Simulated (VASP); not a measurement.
```yaml
crystal:
  lattice:
    - [0.00000, 2.78950, 2.78950]
    - [2.78950, 0.00000, 2.78950]
    - [2.78950, 2.78950, 0.00000]
  atoms:
    - { symbol: Ag, position: [0.00000, 0.00000, 0.00000] }
    - { symbol: Cl, position: [0.50000, 0.50000, 0.50000] }
```

Level of theory: vdW-DF-cx, VASP's PBE PAW potentials (set 64) (plane waves; VASP). Numerical set-up: 520 eV cut-off, 8×8×8 Γ-centred mesh, Gaussian smearing of 0.050 eV, potentials Ag Cl.

Give the stress tensor in GPa (positive for a compressed cell).

```
-2.73   0.00   0.00
 0.00  -2.73   0.00
 0.00   0.00  -2.73
```
The pressure is its mean diagonal, -2.73 GPa.

The compound is AgCl in the rock salt structure. This cell is one point of a volume scan, at 1.06 of the reference volume.
